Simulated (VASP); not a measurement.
VASP runs on TiO2 share one base input (PBE GGA, plane waves, VASP's PBE PAW potentials (set 64)) and change the settings named in each case.

INCAR:
```
SYSTEM = TiO2
PREC = Accurate
ENCUT = 400
EDIFF = 1E-6
NELM = 100
ALGO = Normal
LREAL = .FALSE.
LASPH = .TRUE.
ISMEAR = -1
SIGMA = 0.1
GGA = PE
LMAXMIX = 4
LWAVE = .FALSE.
LCHARG = .FALSE.
ISIF = 2
```

### POSCAR
```
TiO2
1
    2.8057440000     0.0000000000     0.0000000000
   -1.4028720000     2.4298460000     0.0000000000
    0.0000000000     0.0000000000    16.2812410000
Ti O
1 2
Direct
  0.0000000000   0.0000000000   0.5000000000
  0.3333330000   0.6666670000   0.5700570000
  0.6666670000   0.3333330000   0.4299430000
```

File KPOINTS:
```
K-points
0
Gamma
  13 13 1
```

POTCAR, in this order: Ti_sv O (PBE.64 set). Program: vasp_std.

| change | E(σ→0) (eV/atom) | largest force (eV/Å) |
|---|---|---|
| base run | -8.6283 | 2.052 |
| GGA = PS | -9.0291 | 2.405 |
| KPOINTS 1×1×1 Γ-centred mesh | -6.8162 | 7.808 |
| LDAU = .TRUE., LDAUJ = 0 0, LDAUL = 2 -1, LDAUTYPE = 2, LDAUU = 7.0 0 | -7.0228 | 1.414 |
 Energies of different potentials or functionals have different zeros.  The cell holds a wide vacuum, so values per volume refer to the whole cell.

Left out are runs that ran out of time, are held back, or changed the cell or the kind of run, fixed moments of cells without a moment, rows past the twelfth, gaps on odd meshes, pressures of charged cells and columns that move by less than the noise.

The cell is a sheet or thin cut with vacuum, built from a generated structure.
